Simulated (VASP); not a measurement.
An input for Ansatz (written as the equivalent of a VASP run, and not itself run):

Ansatz 0.2 input:
```yaml
crystal:
  lattice:
    - [0.0000000, 2.9377318, 2.9377318]
    - [2.9377318, 0.0000000, 2.9377318]
    - [2.9377318, 2.9377318, 0.0000000]
  atoms:
    - { symbol: Ca, position: [0.0000000, 0.0000000, 0.0000000] }
    - { symbol: Se, position: [0.5000000, 0.5000000, 0.5000000] }
kpoints:
  mp_grid: { grid: [7, 7, 7] }
hamiltonian:
  xc: pbesol
  pseudopotentials: { kind: paw }
scf:
  occupations: { method: gaussian, width: 0.05 }
  max_iter: 100
relax:
  max_steps: 60
  f_tol: 0.01
  cell: {}
output: { forces: true, stress: true, eigenvalues: true }
```

**Question.** Write the VASP files for the same calculation (PBEsol).

**Answer.** One answer among several that fit: 
**KPOINTS**
```
Regular mesh
0
gamma
 7 7 7
0 0 0
```

INCAR:
```
! general
SYSTEM =CaSe
PREC   =Accurate
ENCUT  =400   ! plane-wave cut-off (eV)
LREAL  =.False.
LASPH  =.True.   ! aspherical one-centre terms

! electronic loop
EDIFF  =1E-6
NELM   =100
ALGO   =Normal   ! blocked Davidson
LMAXMIX=4

! smearing
ISMEAR =0
SIGMA  =0.05   ! width (eV)

! functional
GGA    =PS

! ions
IBRION =2
NSW    =60   ! most ionic steps
ISIF   =3
EDIFFG =-0.01   ! ionic stop

! output
LWAVE  =.False.
LCHARG =.False.
```

### POSCAR
```
CaSe
1
   -0.0000000000     2.9377318021     2.9377318021
    2.9377318021     0.0000000000     2.9377318021
    2.9377318021     2.9377318021     0.0000000000
Ca Se
1 1
Direct
  0.0000000000   0.0000000000   0.0000000000
  0.5000000000   0.5000000000   0.5000000000
```

POTCAR, in this order: Ca_sv Se (PBE.64 set). Program: vasp_std.

What does not carry over: each code has its own PAW files, so the cut-off isn't converted (ENCUT is set for VASP's; basis.ecutwfc is left out, and Ansatz then takes the one that its files recommend); Ansatz stops its SCF on the density residual and VASP on the energy change (EDIFF).

The compound is CaSe in the rock salt structure. It was relaxed first. The start is the result of an earlier pass.
